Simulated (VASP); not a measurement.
These are r2SCAN+rVV10, VASP's PBE PAW potentials (set 64) (plane waves; VASP) values and carry that method's errors.

VASP input:

POSCAR:
```
NiSi2
1
    0.0000000000     2.6341345823     2.6341345823
    2.6341345823     0.0000000000     2.6341345823
    2.6341345823     2.6341345823     0.0000000000
Si Ni
2 1
Direct
  0.2500000000   0.2500000000   0.2500000000
  0.7500000000   0.7500000000   0.7500000000
  0.0000000000   0.0000000000   0.0000000000
```

### KPOINTS
```
Automatic mesh
0
Gamma
10 10 10
0 0 0
```

### INCAR
```
SYSTEM = NiSi2
PREC = Accurate
ENCUT = 520
EDIFF = 1E-7
NELM = 100
ALGO = Normal
LREAL = .FALSE.
LASPH = .TRUE.
ISMEAR = 1
SIGMA = 0.1
METAGGA = R2SCAN
LUSE_VDW = .TRUE.
BPARAM = 11.95
CPARAM = 0.0093
LMIXTAU = .TRUE.
LMAXMIX = 4
LWAVE = .FALSE.
LCHARG = .FALSE.
ISIF = 2
```

POTCAR, in this order: Si Ni (PBE.64 set). Program: vasp_std.

Output

### OSZICAR
```
       N       E                     dE             d eps       ncg     rms          rms(c)
DAV:   1     0.625267300834E+02    0.62527E+02   -0.82492E+03  1222   0.150E+03
DAV:   2    -0.296251617980E+02   -0.92152E+02   -0.87052E+02  1237   0.269E+02
DAV:   3    -0.341030980664E+02   -0.44779E+01   -0.43762E+01  1599   0.669E+01
DAV:   4    -0.341807191409E+02   -0.77621E-01   -0.77478E-01  1427   0.822E+00
DAV:   5    -0.341827808837E+02   -0.20617E-02   -0.20615E-02  1632   0.140E+00    0.174E+01
DAV:   6    -0.353627313356E+02   -0.11800E+01   -0.49166E+01  1352   0.181E+02    0.228E+01
DAV:   7    -0.301578312772E+02    0.52049E+01   -0.13433E+01  1475   0.111E+02    0.488E+00
DAV:   8    -0.301691732567E+02   -0.11342E-01   -0.20223E+00  1812   0.263E+01    0.384E+00
DAV:   9    -0.300973872517E+02    0.71786E-01   -0.29532E-01  1498   0.135E+01    0.644E-01
DAV:  10    -0.301130861591E+02   -0.15699E-01   -0.20838E-02  1738   0.211E+00    0.519E-01
DAV:  11    -0.301102561031E+02    0.28301E-02   -0.37670E-02  1535   0.519E+00    0.615E-01
DAV:  12    -0.301115338635E+02   -0.12778E-02   -0.19186E-02  1477   0.368E+00    0.583E-02
DAV:  13    -0.301116066306E+02   -0.72767E-04   -0.48535E-04  1515   0.455E-01    0.227E-02
DAV:  14    -0.301115931818E+02    0.13449E-04   -0.23984E-05  1917   0.837E-02    0.103E-02
DAV:  15    -0.301116011753E+02   -0.79935E-05   -0.17907E-06  1493   0.228E-02    0.119E-02
DAV:  16    -0.301115833607E+02    0.17815E-04   -0.52198E-06  1527   0.475E-02    0.175E-03
DAV:  17    -0.301115852547E+02   -0.18940E-05   -0.14851E-07   957   0.542E-03    0.195E-03
DAV:  18    -0.301115852056E+02    0.49064E-07   -0.16405E-08   746   0.170E-03
   1 F= -.30111585E+02 E0= -.30111468E+02  d E =-.350631E-03
```

### OUTCAR
```
------------------------ aborting loop because EDIFF is reached ----------------------------------------
  FORCE on cell =-STRESS in cart. coord.  units (eV):
  Direction    XX          YY          ZZ          XY          YZ          ZX
  --------------------------------------------------------------------------------------
  Total        2.6143761      2.6143761      2.6143761      0.0000000      0.0000000      0.0000000
  in kB      114.5868475    114.5868475    114.5868475      0.0000000      0.0000000      0.0000000
  external PRESSURE =     114.5868475 kB  Pullay stress =       0.0000000 kB
  volume of cell :       36.55
      direct lattice vectors                 reciprocal lattice vectors
     0.000000000  2.634134582  2.634134582    -0.189815662  0.189815662  0.189815662
     2.634134582  0.000000000  2.634134582     0.189815662 -0.189815662  0.189815662
     2.634134582  2.634134582  0.000000000     0.189815662  0.189815662 -0.189815662
 POSITION                                       TOTAL-FORCE (eV/Angst)
 -----------------------------------------------------------------------------------
      1.31707      1.31707      1.31707        -0.000000     -0.000000     -0.000000
      3.95120      3.95120      3.95120         0.000000      0.000000      0.000000
      0.00000      0.00000      0.00000         0.000000     -0.000000      0.000000
 -----------------------------------------------------------------------------------
    total drift:                               -0.000000     -0.000000      0.000000
  FREE ENERGIE OF THE ION-ELECTRON SYSTEM (eV)
  ---------------------------------------------------
  free  energy   TOTEN  =       -30.1115852056 eV

  energy  without entropy=      -30.1112345743  energy(sigma->0) =      -30.11146833
```
(Selected blocks of OUTCAR.)

The compound is NiSi2 in the fluorite structure. This cell is one point of a volume scan, at 0.94 of the reference volume. The run is not spin-polarised, so no magnetic state was tried.
